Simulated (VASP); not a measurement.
Output of a VASP run:

File OSZICAR:
```
       N       E                     dE             d eps       ncg     rms          rms(c)
DAV:   1     0.424370427015E+03    0.42437E+03   -0.19694E+04   520   0.154E+03
DAV:   2     0.349914155760E+02   -0.38938E+03   -0.38163E+03   622   0.349E+02
DAV:   3    -0.160921871696E+02   -0.51084E+02   -0.49215E+02   640   0.134E+02
DAV:   4    -0.183286941874E+02   -0.22365E+01   -0.22293E+01   704   0.351E+01
DAV:   5    -0.183953155750E+02   -0.66621E-01   -0.66571E-01   692   0.491E+00    0.525E+00
DAV:   6    -0.175371623750E+02    0.85815E+00   -0.18370E+00   732   0.142E+01    0.347E+00
DAV:   7    -0.174963485475E+02    0.40814E-01   -0.68428E-01   750   0.506E+00    0.190E+00
DAV:   8    -0.175108683228E+02   -0.14520E-01   -0.87469E-02   772   0.259E+00    0.273E-01
DAV:   9    -0.175091484246E+02    0.17199E-02   -0.21440E-02   746   0.118E+00    0.132E-01
DAV:  10    -0.175097636669E+02   -0.61524E-03   -0.22443E-03   646   0.318E-01    0.364E-02
DAV:  11    -0.175098269650E+02   -0.63298E-04   -0.15123E-04   692   0.100E-01    0.123E-02
DAV:  12    -0.175098303344E+02   -0.33694E-05   -0.25555E-05   708   0.645E-02    0.649E-03
DAV:  13    -0.175098296601E+02    0.67431E-06   -0.26907E-06   580   0.105E-02
   1 F= -.18494621E+02 E0= -.18494621E+02  d E =-.184946E+02
       N       E                     dE             d eps       ncg     rms          rms(c)
DAV:   1    -0.175969124340E+02   -0.87082E-01   -0.18919E+00   692   0.152E+01    0.150E+00
DAV:   2    -0.175372110641E+02    0.59701E-01   -0.12999E-01   676   0.354E+00    0.489E-01
DAV:   3    -0.175277140768E+02    0.94970E-02   -0.35865E-02   658   0.192E+00    0.226E-01
DAV:   4    -0.175274366217E+02    0.27746E-03   -0.13650E-03   784   0.330E-01    0.933E-02
DAV:   5    -0.175273873087E+02    0.49313E-04   -0.20898E-04   656   0.131E-01    0.302E-02
DAV:   6    -0.175273800621E+02    0.72466E-05   -0.17397E-05   588   0.398E-02    0.578E-03
DAV:   7    -0.175273792695E+02    0.79255E-06   -0.19840E-06   492   0.167E-02
   2 F= -.18498672E+02 E0= -.18498672E+02  d E =-.405125E-02
```

File OUTCAR:
```
------------------------ aborting loop because EDIFF is reached ----------------------------------------
 Edisp (eV)   -0.97129
  FORCE on cell =-STRESS in cart. coord.  units (eV):
  Direction    XX          YY          ZZ          XY          YZ          ZX
  --------------------------------------------------------------------------------------
  Total       0.07766     0.07766     0.07766     0.00000     0.00000     0.00000
  in kB       0.68447     0.68447     0.68447     0.00000     0.00000     0.00000
  external pressure =        0.68 kB  Pullay stress =        0.00 kB
  volume of cell :      181.78
      direct lattice vectors                 reciprocal lattice vectors
     5.664796116 -0.000000000  0.000000000     0.176528860 -0.000000000  0.000000000
     0.000000000  5.664796116 -0.000000000     0.000000000  0.176528860  0.000000000
    -0.000000000 -0.000000000  5.664796116    -0.000000000  0.000000000  0.176528860
 POSITION                                       TOTAL-FORCE (eV/Angst)
 -----------------------------------------------------------------------------------
      0.00000      0.00000      0.00000         0.000000      0.000000      0.000000
      2.83240      2.83240      2.83240        -0.000000     -0.000000      0.000000
      2.83240     -0.00000      2.83240         0.000000      0.000000      0.000000
     -0.00000      2.83240      2.83240        -0.000000      0.000000      0.000000
      2.83240      2.83240      0.00000         0.000000      0.000000      0.000000
 -----------------------------------------------------------------------------------
    total drift:                                0.000000     -0.000000     -0.000000
  FREE ENERGIE OF THE ION-ELECTRON SYSTEM (eV)
  ---------------------------------------------------
  free  energy   TOTEN  =       -18.4986724682 eV

  energy  without entropy=      -18.4986724682  energy(sigma->0) =      -18.49867247

 reached required accuracy - stopping structural energy minimisation
```
(Selected blocks of OUTCAR.)

File POSCAR:
```
CsPbCl3
1
    5.6381303059     0.0000000000    -0.0000000000
    0.0000000000     5.6381303059     0.0000000000
    0.0000000000     0.0000000000     5.6381303059
Cs Pb Cl
1 1 3
Direct
  0.0000000000   0.0000000000   0.0000000000
  0.5000000000   0.5000000000   0.5000000000
  0.5000000000   0.0000000000   0.5000000000
  0.0000000000   0.5000000000   0.5000000000
  0.5000000000   0.5000000000   0.0000000000
```

Task: Reconstruct the remaining input files.

Result: One answer among several that fit: the input of the run itself, PBE GGA with D3 dispersion (Becke-Johnson damping), plane waves, VASP's PBE PAW potentials (set 64).

**INCAR**
```
SYSTEM = CsPbCl3
PREC = Accurate
ENCUT = 520
EDIFF = 1E-6
NELM = 100
ALGO = Normal
LREAL = .FALSE.
LASPH = .TRUE.
ISMEAR = 0
SIGMA = 0.05
GGA = PE
IVDW = 12
LMAXMIX = 4
LWAVE = .FALSE.
LCHARG = .FALSE.
IBRION = 2
ISIF = 3
NSW = 60
EDIFFG = -0.02
```

File KPOINTS:
```
Automatic mesh
0
Gamma
4 4 4
0 0 0
```

POTCAR, in this order: Cs_sv Pb_d Cl (PBE.64 set). Program: vasp_std.

The compound is CsPbCl3 in the cubic perovskite structure, the ideal cubic form; the compound distorts at low or room temperature. This run relaxes it. Symmetry was kept, so distortions that lower it aren't found. The start is the result of an earlier pass.
